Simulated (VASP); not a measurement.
An input for Quantum ESPRESSO's pw.x (written as the equivalent of a VASP run, and not itself run):

```
&CONTROL
  calculation = 'scf'
  pseudo_dir = './pseudo'
  outdir = './out'
  tprnfor = .true.
  tstress = .true.
/
&SYSTEM
  ibrav = 0
  nat = 2
  ntyp = 2
  ecutwfc = 84
  occupations = 'tetrahedra'
  input_dft = 'vdw-df-obk8'
/
&ELECTRONS
  conv_thr = 7.3e-09
  electron_maxstep = 100
/
ATOMIC_SPECIES
  Y 88.906 Y.upf
  N 14.007 N.upf
CELL_PARAMETERS angstrom
    -0.0000000    2.4478072    2.4478072
     2.4478072    0.0000000    2.4478072
     2.4478072    2.4478072    0.0000000
ATOMIC_POSITIONS crystal
  Y    0.0000000  0.0000000  0.0000000
  N    0.5000000  0.5000000  0.5000000
K_POINTS automatic
  10 10 10 0 0 0
```

Problem. Translate this input to VASP (INCAR, KPOINTS, POSCAR, choice of POTCAR).

Solution. Several could match; the one computed here: 
INCAR:
```
SYSTEM  =  YN
PREC  =  Accurate; ENCUT  =  520; LREAL  =  .FALSE.
LASPH  =  .TRUE.
EDIFF  =  1E-7; NELM  =  100; ALGO  =  Normal
LMAXMIX  =  4
ISMEAR  =  -5
GGA  =  BO; LUSE_VDW  =  .TRUE.; AGGAC  =  0.0
PARAM1  =  0.1833333333; PARAM2  =  0.22
ISIF  =  2
LWAVE  =  .FALSE.; LCHARG  =  .TRUE.; LORBIT  =  11
NEDOS  =  601
```

File KPOINTS:
```
Automatic mesh
0
Gamma
10 10 10
0 0 0
```

POSCAR:
```
YN
1
   -0.0000000000     2.4478072266     2.4478072266
    2.4478072266     0.0000000000     2.4478072266
    2.4478072266     2.4478072266     0.0000000000
Y N
1 1
Direct
  0.0000000000   0.0000000000   0.0000000000
  0.5000000000   0.5000000000   0.5000000000
```

POTCAR, in this order: Y_sv N (PBE.64 set). Program: vasp_std.

What does not carry over: the potentials are each code's own (VASP's PAW set, PseudoDojo norm-conserving files in pw.x), so ENCUT and ecutwfc are chosen apart and not converted; conv_thr bounds pw.x's estimated SCF error, while EDIFF bounds the energy change between steps.

The compound is YN in the rock salt structure. It was relaxed first.
